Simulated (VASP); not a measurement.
OSZICAR of a VASP run on EuN:

OSZICAR:
```
       N       E                     dE             d eps       ncg     rms          rms(c)
DAV:   1     0.212932077083E+03    0.21293E+03   -0.74450E+03  2923   0.232E+03
DAV:   2     0.404666980907E+02   -0.17247E+03   -0.15268E+03  4023   0.341E+02
DAV:   3    -0.173390204303E+02   -0.57806E+02   -0.55418E+02  3817   0.175E+02
DAV:   4    -0.232657511461E+02   -0.59267E+01   -0.58538E+01  4796   0.547E+01
DAV:   5    -0.240286341247E+02   -0.76288E+00   -0.73789E+00  4293   0.149E+01    0.556E+01
DAV:   6    -0.237529971531E+02    0.27564E+00   -0.39833E+01  3957   0.149E+02    0.156E+02
DAV:   7    -0.245216374660E+02   -0.76864E+00   -0.65068E+00  3489   0.143E+01    0.128E+02
DAV:   8    -0.233376068499E+02    0.11840E+01   -0.84441E-01  4693   0.210E+01    0.860E+01
DAV:   9    -0.197625781474E+02    0.35750E+01   -0.10162E+01  3718   0.137E+02    0.420E+01
DAV:  10    -0.204570460074E+02   -0.69447E+00   -0.50724E+00  4728   0.204E+01    0.376E+01
DAV:  11    -0.204204480879E+02    0.36598E-01   -0.53134E-01  5032   0.129E+01    0.332E+01
DAV:  12    -0.200863149515E+02    0.33413E+00   -0.29223E-01  4592   0.119E+01    0.272E+01
DAV:  13    -0.199574346121E+02    0.12888E+00   -0.18790E-01  4301   0.117E+01    0.211E+01
DAV:  14    -0.199806270585E+02   -0.23192E-01   -0.74829E-02  4572   0.501E+00    0.159E+01
DAV:  15    -0.199152752414E+02    0.65352E-01   -0.19461E-01  3977   0.147E+01    0.904E+00
DAV:  16    -0.199314839856E+02   -0.16209E-01   -0.39705E-02  4500   0.552E+00    0.742E+00
DAV:  17    -0.199286835222E+02    0.28005E-02   -0.10106E-02  4664   0.224E+00    0.605E+00
DAV:  18    -0.199281402213E+02    0.54330E-03   -0.26148E-03  4962   0.244E-01    0.625E+00
DAV:  19    -0.199293556986E+02   -0.12155E-02   -0.18890E-04  4263   0.119E-01    0.626E+00
DAV:  20    -0.199313945474E+02   -0.20388E-02   -0.40104E-04  4136   0.464E-01    0.591E+00
DAV:  21    -0.199310946751E+02    0.29987E-03   -0.99431E-03  4107   0.186E+00    0.236E+00
DAV:  22    -0.199277537050E+02    0.33410E-02   -0.28309E-03  3900   0.123E+00    0.138E+00
DAV:  23    -0.199277998227E+02   -0.46118E-04   -0.86803E-04  3651   0.269E-01    0.117E+00
DAV:  24    -0.199279368438E+02   -0.13702E-03   -0.24919E-03  3384   0.433E-01    0.110E+00
DAV:  25    -0.199278233267E+02    0.11352E-03   -0.52844E-04  3482   0.257E-01    0.618E-01
DAV:  26    -0.199275624606E+02    0.26087E-03   -0.72383E-04  3921   0.707E-01    0.316E-01
DAV:  27    -0.199275550188E+02    0.74418E-05   -0.44631E-04  2987   0.234E-01    0.513E-01
DAV:  28    -0.199282759925E+02   -0.72097E-03   -0.70243E-04  3252   0.344E-01    0.445E-01
DAV:  29    -0.199285073025E+02   -0.23131E-03   -0.16767E-04  3911   0.141E-01    0.380E-01
DAV:  30    -0.199286039625E+02   -0.96660E-04   -0.81118E-05  3435   0.121E-01    0.329E-01
DAV:  31    -0.199287977700E+02   -0.19381E-03   -0.12450E-04  3265   0.161E-01    0.221E-01
DAV:  32    -0.199291019265E+02   -0.30416E-03   -0.14580E-04  3142   0.925E-02    0.101E-01
DAV:  33    -0.199292131376E+02   -0.11121E-03   -0.23322E-05  3793   0.446E-02    0.961E-02
DAV:  34    -0.199292488538E+02   -0.35716E-04   -0.13792E-05  3280   0.308E-02    0.867E-02
DAV:  35    -0.199292721541E+02   -0.23300E-04   -0.11350E-05  3360   0.325E-02    0.992E-02
DAV:  36    -0.199292804529E+02   -0.82988E-05   -0.53846E-06  2641   0.134E-02    0.102E-01
DAV:  37    -0.199292932189E+02   -0.12766E-04   -0.53874E-06  2466   0.127E-02    0.102E-01
DAV:  38    -0.199293023264E+02   -0.91075E-05   -0.15091E-06  2678   0.775E-03    0.104E-01
DAV:  39    -0.199293036248E+02   -0.12984E-05   -0.16225E-07  2994   0.394E-03    0.105E-01
DAV:  40    -0.199293042487E+02   -0.62389E-06   -0.61282E-08  2470   0.359E-03
   1 F= -.19929304E+02 E0= -.19888467E+02  d E =-.816753E-01  mag=     6.1396
```

Q: Which electronic solver shows in the log?

A: It is blocked Davidson (ALGO = Normal, or the opening steps of other solvers). The INCAR had ALGO = Normal.

Q: How was spin treated?

A: Collinear spin (ISPIN = 2): the summary line carries one mag value, 6.14 μB in the cell.

Q: Can the final energy be trusted as converged?

A: Self-consistency was reached. It stopped with EDIFF = 1E-6, NELM = 100 (PBE GGA, plane waves, VASP's PBE PAW potentials (set 64)).  The cell holds a wide vacuum, so values per volume refer to the whole cell. The moments were started parallel, and other spin orders were not tried in this run.

The cell is a sheet with vacuum, built from a generated structure.
